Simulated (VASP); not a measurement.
Set up this calculation in VASP 6.6.1, as the native input.

```
Task                   : single point
Functional             : PBE
Potentials or basis    : VASP PAW PBE potentials, release 64 (C, S)
Cutoff                 : 520 eV
k mesh                 : 5 × 5 × 5
Occupations            : fermi-dirac, width 0.02 eV
Spin                   : no spin polarisation
Dipole correction      : no
Further INCAR settings : ALGO = Normal; EDIFF = 1e-06; NBANDS = 44
```

The structure of CS2 lies in POSCAR:

```
CS2
1.0
    5.6200000000      0.0000000000      0.0000000000
    0.0000000000      5.6200000000      0.0000000000
    0.0000000000      0.0000000000      5.6200000000
C S
4 8
Direct
    0.0000000000      0.0000000000      0.0000000000
    0.5000000000      0.0000000000      0.5000000000
    0.5000000000      0.5000000000      0.0000000000
    0.0000000000      0.5000000000      0.5000000000
    0.1584232248      0.1584232248      0.1584232248
    0.3415767752      0.8415767752      0.6584232248
    0.6584232248      0.3415767752      0.8415767752
    0.8415767752      0.6584232248      0.3415767752
    0.8415767752      0.8415767752      0.8415767752
    0.6584232248      0.1584232248      0.3415767752
    0.3415767752      0.6584232248      0.1584232248
    0.1584232248      0.3415767752      0.6584232248
```

The cell comes from a database or a generator and needn't be the stable form of this composition.

One way to write it, as run:

INCAR

```
SYSTEM = CS2
PREC = Accurate
ENCUT = 520
EDIFF = 1E-6
ISMEAR = -1
SIGMA = 0.02
LREAL = .FALSE.
LASPH = .TRUE.
NELM = 60
ALGO = Normal
ISIF = 2
LWAVE = .FALSE.
LCHARG = .TRUE.
GGA = PE
LELF = .TRUE.
LVHAR = .TRUE.
NBANDS = 44
```

KPOINTS

```
regular mesh
0
G
  5 5 5
  0 0 0
```

Potentials or basis: VASP PAW PBE potentials, release 64 (C, S).

Launch:

```sh
$ cat potpaw_PBE.64/C/POTCAR potpaw_PBE.64/S/POTCAR > POTCAR
$ mpirun -np 1 vasp_std > vasp.out
```

Results of the run:

- Pressure: 22.5 GPa
- Largest force: 0.284 eV/Å
- Band gap on the k mesh: 1.34 eV, indirect (least direct gap 1.55 eV)

Caveat: so large a pressure means that the cell lies far from this level's equilibrium, or that cutoff or potentials fall short; an odd mesh through Γ misses points on the zone boundary, where band edges often lie.

It took 48 s on 1 thread of Intel(R) Xeon(R) 6975P-C (Granite Rapids), with other jobs on the host, peak memory 0.28 GiB.
